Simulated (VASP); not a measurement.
# A VASP study of Al2Cu (r2SCAN): structure first, properties next

Wanted: the relaxed cell of Al2Cu and its properties. The steps: full relaxation (r2SCAN), density, ELF and potential (r2SCAN), band structure (r2SCAN), total and projected DOS (r2SCAN) and vibrations at Γ (r2SCAN). The start is a computed cell from the Materials Project.

Main program and level: VASP 6.6.1; r2SCAN; plane waves and PAW (Al, Cu).

### Step 1. The structure

Before any relaxation, the start is as follows. The structure is tetragonal, space group I4/mmm (No. 139). Conventional cell: a = 4.061 Å, b = 4.061 Å, c = 5.702 Å, α = 90.00°, β = 90.00°, γ = 90.00°. Nearest to Al lie 4 Cu at 2.48 Å. Nearest to Cu lie 8 Al at 2.48 Å. Farther neighbours are not listed.

### Step 2. Full relaxation (r2SCAN)

The start need not lie at this functional's minimum. ISIF = 3 frees volume, shape and positions, and EDIFFG sets the threshold on forces and stress at which the search stops. r2SCAN adds the kinetic-energy density, costs more than a GGA and is run with LASPH.

The input, INCAR:

```
SYSTEM = Al2Cu
PREC = Accurate
ENCUT = 400
EDIFF = 1E-06
NELM = 100
ISMEAR = 1
SIGMA = 0.2
LREAL = .FALSE.
ALGO = Normal
METAGGA = R2SCAN
LASPH = .TRUE.
NBANDS = 14
LORBIT = 11
LWAVE = .FALSE.
LCHARG = .FALSE.
KPAR = 2
IBRION = 2
NSW = 60
ISIF = 3
EDIFFG = -0.01
```

The input, POSCAR:

```
Al2Cu
1.0
   -2.0303375000      2.0303375000      2.8510940000
    2.0303375000     -2.0303375000      2.8510940000
    2.0303375000      2.0303375000     -2.8510940000
Al Cu
2 1
Direct
    0.7500000000      0.2500000000      0.5000000000
    0.2500000000      0.7500000000      0.5000000000
    0.5000000000      0.5000000000      0.0000000000
```

The input, KPOINTS:

```
Automatic mesh
0
Gamma
8 8 8
0 0 0
```

PAW data sets: Al and Cu (PBE family, release 64).

Started as:

```console
$ mpirun -np 2 vasp_std
```

The log of the run:

```text
[banner, memory and clock lines left out]
running    2 mpi-ranks, on    1 nodes
 distrk:  each k-point on    1 cores,    2 groups
 distr:  one band on    1 cores,    1 groups

 POSCAR found type information on POSCAR AlCu
 POSCAR found :  2 types and       3 ions
|                                                                             |
|               ----> ADVICE to this user running VASP <----                  |
|                                                                             |
|     You enforced a specific xc type in the INCAR file but a different       |
|     [... a line on the potential file left out ...]
|     I HOPE YOU KNOW WHAT YOU ARE DOING!                                     |
|                                                                             |

 LDA part: xc-table for (None), standard interpolation
 POSCAR, INCAR and KPOINTS ok, starting setup
 FFT: planning ... GRIDC
 FFT: planning ... GRID_SOFT
 FFT: planning ... GRID
 WAVECAR not read
 entering main loop
       N       E                     dE             d eps       ncg     rms          rms(c)
DAV:   1     0.477955175026E+02    0.47796E+02   -0.61534E+03  1652   0.109E+03
DAV:   2    -0.265417009840E+02   -0.74337E+02   -0.66293E+02  1724   0.210E+02
DAV:   3    -0.289800706855E+02   -0.24384E+01   -0.23682E+01  2172   0.468E+01
DAV:   4    -0.290289890808E+02   -0.48918E-01   -0.48901E-01  2056   0.571E+00
DAV:   5    -0.290312257982E+02   -0.22367E-02   -0.22366E-02  2552   0.133E+00    0.143E+01
DAV:   6    -0.284250912907E+02    0.60613E+00   -0.41357E+01  1922   0.227E+02    0.114E+01
DAV:   7    -0.249827226466E+02    0.34424E+01   -0.90799E+00  2102   0.863E+01    0.220E+00
DAV:   8    -0.249834160160E+02   -0.69337E-03   -0.13523E+00  2440   0.348E+01    0.239E+00
DAV:   9    -0.249208337178E+02    0.62582E-01   -0.20335E-01  2264   0.148E+01    0.693E-01
DAV:  10    -0.249255938204E+02   -0.47601E-02   -0.94040E-03  2638   0.206E+00    0.619E-01
DAV:  11    -0.249202049171E+02    0.53889E-02   -0.83674E-03  2210   0.336E+00    0.222E-01
DAV:  12    -0.249197836114E+02    0.42131E-03   -0.20282E-03  2594   0.126E+00    0.228E-02
DAV:  13    -0.249197905679E+02   -0.69566E-05   -0.85903E-05  2560   0.120E-01    0.186E-02
DAV:  14    -0.249197878941E+02    0.26739E-05   -0.32990E-06  1780   0.535E-02    0.112E-03
DAV:  15    -0.249197882490E+02   -0.35497E-06   -0.16047E-07  1108   0.144E-02
   1 F= -.24919788E+02 E0= -.24920556E+02  d E =-.249198E+02
 curvature:   0.00 expect dE= 0.000E+00 dE for cont linesearch  0.000E+00
 trial: gam= 0.00000 g(F)=  0.533E-44 g(S)=  0.815E-03 ort = 0.000E+00 (trialstep = 0.100E+01)
 search vector abs. value=  0.815E-03
 bond charge predicted
       N       E                     dE             d eps       ncg     rms          rms(c)
DAV:   1    -0.249215163305E+02   -0.17284E-02   -0.35385E-02  2286   0.275E+00    0.278E-01
DAV:   2    -0.249210362477E+02    0.48008E-03   -0.53697E-03  2144   0.271E+00    0.187E-01
DAV:   3    -0.249204977709E+02    0.53848E-03   -0.18978E-03  2138   0.164E+00    0.103E-01
DAV:   4    -0.249203585736E+02    0.13920E-03   -0.15573E-04  2574   0.413E-01    0.626E-03
DAV:   5    -0.249203593773E+02   -0.80369E-06   -0.89440E-06  2100   0.462E-02
   2 F= -.24920359E+02 E0= -.24921175E+02  d E =-.571128E-03
[...]
3 F= -.24920445E+02 E0= -.24921273E+02  d E =-.656925E-03
 curvature:  -0.76 expect dE=-0.193E-04 dE for cont linesearch -0.277E-05
 ZBRENT: extrapolating
 opt :   1.5716  next Energy=   -24.920448 (dE=-0.660E-03)
 bond charge predicted
       N       E                     dE             d eps       ncg     rms          rms(c)
DAV:   1    -0.249204611696E+02   -0.16248E-04   -0.38674E-04  2312   0.290E-01    0.292E-02
DAV:   2    -0.249204549902E+02    0.61794E-05   -0.59095E-05  2150   0.284E-01    0.195E-02
DAV:   3    -0.249204496237E+02    0.53665E-05   -0.20979E-05  2138   0.172E-01    0.109E-02
DAV:   4    -0.249204487022E+02    0.92155E-06   -0.10623E-06  1054   0.441E-02
   4 F= -.24920449E+02 E0= -.24921278E+02  d E =-.660453E-03
 curvature:  -0.78 expect dE=-0.921E-05 dE for cont linesearch -0.464E-06
 trial: gam=-0.01253 g(F)=  0.259E-43 g(S)=  0.118E-04 ort = 0.220E-04 (trialstep = 0.111E+01)
 search vector abs. value=  0.114E-04
 reached required accuracy - stopping structural energy minimisation
```

Wall time 70 s (2 MPI ranks of Intel Xeon 6975P-C (Granite Rapids), shared host); peak memory 0.33 GiB; 2.3 min of CPU time.

Lines that name or quote the potential files are left out of all logs, and their timing lines are given in words.

OUTCAR, selected parts (step 2):

```text
ion  position               nearest neighbor table
   1  0.750  0.250  0.500-   3 2.48   3 2.48   3 2.48   3 2.48   2 2.85   2 2.85   2 2.87   2 2.87
                             2 2.87   2 2.87
   2  0.250  0.750  0.500-   3 2.48   3 2.48   3 2.48   3 2.48   1 2.85   1 2.85   1 2.87   1 2.87
                             1 2.87   1 2.87
   3  0.500  0.500  0.000-   2 2.48   1 2.48   1 2.48   2 2.48   1 2.48   2 2.48   2 2.48   1 2.48

  LATTYP: Found a body centered tetragonal cell.
 ALAT       =     4.0606750000
 C/A-ratio  =     1.4042463384

 Subroutine GETGRP returns: Found 16 space group operations
 (whereof 16 operations were pure point group operations)

The static configuration has the point symmetry D_4h.

 Found     59 irreducible k-points:

   k-points           NKPTS =     59   k-points in BZ     NKDIM =     59   number of bands    NBANDS=     14

   dimension x,y,z NGX =    28 NGY =   28 NGZ =   28
   dimension x,y,z NGXF=    56 NGYF=   56 NGZF=   56

   ENCUT  =  400.0 eV  29.40 Ry    5.42 a.u.   6.60  6.60  6.60*2*pi/ulx,y,z

   NELECT =      17.0000    total number of electrons

 k-points in reciprocal lattice and weights: Automatic mesh
   0.00000000  0.00000000  0.00000000       0.002
   0.12500000  0.00000000  0.00000000       0.016
   0.25000000  0.00000000  0.00000000       0.016
   0.37500000  0.00000000 -0.00000000       0.016
   0.50000000  0.00000000  0.00000000       0.008
   0.12500000  0.12500000  0.00000000       0.016
   0.25000000  0.12500000 -0.00000000       0.031
   0.37500000  0.12500000  0.00000000       0.031
   0.50000000  0.12500000  0.00000000       0.031
[...]
-0.37500000 -0.37500000  0.37500000       0.004
   0.50000000  0.50000000  0.50000000       0.002

 average (electrostatic) potential at core
       1 -76.0513       2 -76.0513       3 -70.8375

 E-fermi :   7.1294

 k-point     1 :       0.0000    0.0000    0.0000
  band No.  band energies     occupation
    ...
      2       2.3198      2.00000
      3       2.3202      2.00000
      4       2.3203      2.00000
      5       2.8901      2.00000
      6       2.8904      2.00000
      7      10.1321     -0.00000
      8      10.1321     -0.00000
      9      10.1341     -0.00000
     10      10.2355     -0.00000
     11      10.2385     -0.00000
    ...

 k-point     2 :       0.1250    0.0000    0.0000
  band No.  band energies     occupation
    ...
      2       2.2491      2.00000
      3       2.3537      2.00000
      4       2.3540      2.00000
      5       2.8825      2.00000
      6       2.8828      2.00000
      7       7.5460     -0.01212
      8       9.1599     -0.00000
      9       9.1603     -0.00000
     10      11.2199      0.00000
     11      11.3263      0.00000
    ...

 k-point     3 :       0.2500    0.0000    0.0000
  band No.  band energies     occupation
    ...
      3       2.4229      2.00000
      4       2.4231      2.00000
      5       2.8855      2.00000
      6       2.8858      2.00000
      7       5.0462      2.00000
      8       8.3943     -0.00000
      9       8.3956     -0.00000
     10      11.1818      0.00000
     11      11.1839      0.00000
     12      11.2370      0.00000
    ...

  Total        0.0095364      0.0095364      0.0235209      0.0000000     -0.0000000      0.0000000
  in kB        0.3256719      0.3256719      0.8032443      0.0000000     -0.0000000      0.0000000
  external PRESSURE =       0.4848627 kB  Pullay stress =       0.0000000 kB

  energy-cutoff  :      400.00
  volume of cell :       46.92
      direct lattice vectors                 reciprocal lattice vectors
    -2.024344498  2.024344498  2.862115362     0.000000000  0.246993533  0.174695963
     2.024344498 -2.024344498  2.862115362     0.246993533  0.000000000  0.174695963
     2.024344498  2.024344498 -2.862115362     0.246993533  0.246993533  0.000000000

 POSITION                                       TOTAL-FORCE (eV/Angst)
 -----------------------------------------------------------------------------------
      0.00000      2.02434      1.43106         0.000000      0.000000      0.000000
      2.02434      0.00000      1.43106        -0.000000     -0.000000      0.000000
      0.00000      0.00000      2.86212        -0.000000     -0.000000     -0.000000
 -----------------------------------------------------------------------------------
    total drift:                                0.000000     -0.000000      0.000000

  FREE ENERGIE OF THE ION-ELECTRON SYSTEM (eV)
  ---------------------------------------------------
  free  energy   TOTEN  =       -24.9204487022 eV

  energy  without entropy=      -24.9229359249  energy(sigma->0) =      -24.92127778

 reached required accuracy - stopping structural energy minimisation

 total charge
# of ion       s       p       d       tot
------------------------------------------
    1        0.404   0.393   0.000   0.798
    2        0.404   0.393   0.000   0.798
    3        0.560   0.629   9.085  10.274
--------------------------------------------------
tot          1.369   1.415   9.085  11.870

[... 3 further parts left out ...]
```

CONTCAR:

```
Al2Cu
   1.00000000000000
    -2.0243444978242744    2.0243444978242744    2.8621153622948614
     2.0243444978242744   -2.0243444978242744    2.8621153622948614
     2.0243444978242744    2.0243444978242744   -2.8621153622948614
  Al              Cu
     2     1
Direct
     0.7500000000000000    0.2500000000000000    0.5000000000000000
     0.2500000000000000    0.7500000000000000    0.5000000000000000
     0.5000000000000000    0.5000000000000000    0.0000000000000000
```

This run has no spin polarisation. Its electron count is odd, so without a moment it is a metal by construction. The PAW data sets were made with PBE, which is usual practice but a small mismatch for other functionals. The run keeps the 16 symmetry operations of its start, so it cannot find a distortion of lower symmetry.

Relaxation path:

| step | energy less that of the first step (eV) | largest force (eV/Å) | pressure (GPa) | volume (Å³) |
| --- | --- | --- | --- | --- |
| 1 | 0.0000 | 0.0000 | -0.09 | 47.01 |
| 2 | -0.0006 | 0.0000 | 0.00 | 46.95 |
| 3 | -0.0007 | 0.0000 | 0.06 | 46.92 |
| 4 | -0.0007 | 0.0000 | 0.05 | 46.92 |

| cell as run | before | after | change |
| --- | --- | --- | --- |
| a (Å) | 4.046 | 4.048 | +0.0 % |
| b (Å) | 4.046 | 4.048 | +0.0 % |
| c (Å) | 4.046 | 4.048 | +0.0 % |
| α (°) | 119.77 | 119.99 | +0.2 % |
| β (°) | 119.77 | 119.99 | +0.2 % |
| γ (°) | 90.41 | 90.01 | -0.4 % |
| volume (Å³/atom) | 15.67 | 15.64 | -0.2 % |

Final coordinates:

```
Al Cu
1.0
    -2.02434    2.02434    2.86212
     2.02434   -2.02434    2.86212
     2.02434    2.02434   -2.86212
Al Cu
2 1
Direct
  0.75000 0.25000 0.50000
  0.25000 0.75000 0.50000
  0.50000 0.50000 0.00000
```

Numbers from this step:

```
electrons                       : 17
bands                           : 14
irreducible k-points            : 59
symmetry operations             : 16
free energy (TOTEN)             : -24.92 eV
energy at zero smearing         : -24.92 eV
Fermi energy                    : 7.129 eV
pressure                        : 0.04849 GPa
metallic                        : yes
SCF cycles over all ionic steps : 29
```

It ends with forces that vanish by symmetry and a pressure of 0.05 GPa.

(Continued in part 2 of 3.)

[Lines on the potential files, build, host, timing and source positions are cut from VASP's logs without a mark.]

[Logs are printed without paths, hosts, clocks, repeated set-up lines and the standing remarks that a program may print on its own settings, such as how far it seeks lower states.]

[Hosts, paths, dates, database ids (printed as entryN), source tags and the programs' standing remarks are cut or masked in the printed files.]

[A measured line is paired with the nearest computed mode of its activity, which favours agreement.]
